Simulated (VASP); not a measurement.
Set up this calculation in VASP 6.6.1, as the native input.

| Quantity | Value |
| --- | --- |
| Task | relaxation of the atoms |
| Functional | PBEsol |
| Potentials or basis | VASP PAW PBE potentials, release 64 (Mg, O) |
| Cutoff | 520 eV |
| k mesh | 9 × 9 × 1 |
| Occupations | gaussian, width 0.03 eV |
| Spin | no spin polarisation |
| Dipole correction | yes |
| Further INCAR settings | ALGO = Normal; EDIFF = 1e-06; IBRION = 2; EDIFFG = -0.02; NSW = 80 |

The structure of MgO lies in POSCAR:

```
MgO
1.0
    2.9753964400      0.0000000000      0.0000000000
    0.0000000000      2.9753964400      0.0000000000
    0.0000000000      0.0000000000     27.6235380000
Mg O
7 7
Direct
    0.5000000000      0.5000000000      0.2715075800
    0.0000000000      0.0000000000      0.3476717200
    0.5000000000      0.5000000000      0.4238358600
    0.0000000000      0.0000000000      0.5000000000
    0.5000000000      0.5000000000      0.5761641400
    0.0000000000      0.0000000000      0.6523282800
    0.5000000000      0.5000000000      0.7284924200
    0.0000000000      0.0000000000      0.2715075800
    0.5000000000      0.5000000000      0.3476717200
    0.0000000000      0.0000000000      0.4238358600
    0.5000000000      0.5000000000      0.5000000000
    0.0000000000      0.0000000000      0.5761641400
    0.5000000000      0.5000000000      0.6523282800
    0.0000000000      0.0000000000      0.7284924200
```

These files were run (other wordings do the same):

INCAR

```
SYSTEM = MgO
PREC = Accurate
ENCUT = 520
EDIFF = 1E-6
ISMEAR = 0
SIGMA = 0.03
LREAL = .False.
LASPH = .True.
NELM = 80
ALGO = Normal
ISIF = 2
LWAVE = .False.
LCHARG = .False.
LDIPOL = .True.
IDIPOL = 3
DIPOL = 0.5 0.5 0.500
GGA = PS
IBRION = 2
NSW = 80
EDIFFG = -0.02
KPAR = 4
```

KPOINTS

```
Automatic mesh
0
Gamma
  9 9 1
  0 0 0
```

Potentials or basis: VASP PAW PBE potentials, release 64 (Mg, O).

Command:

```bash
$ cat potpaw_PBE.64/Mg/POTCAR potpaw_PBE.64/O/POTCAR > POTCAR
$ mpirun -np 4 vasp_std > vasp.out
```

It gave:

```
Energy gained by relaxing    : 1.5 meV/atom
Ionic steps                  : 5
Largest force after relaxing : 0.020 eV/Å
Band gap on the k mesh       : 3.74 eV, direct
```

Caveat: the PAW data sets were made with another functional, which shifts forces and pressure a little.

It took 2.6 min on 4 MPI ranks on Intel(R) Xeon(R) Platinum 8488C (Sapphire Rapids), with other jobs on the host, peak memory 0.41 GiB a rank.
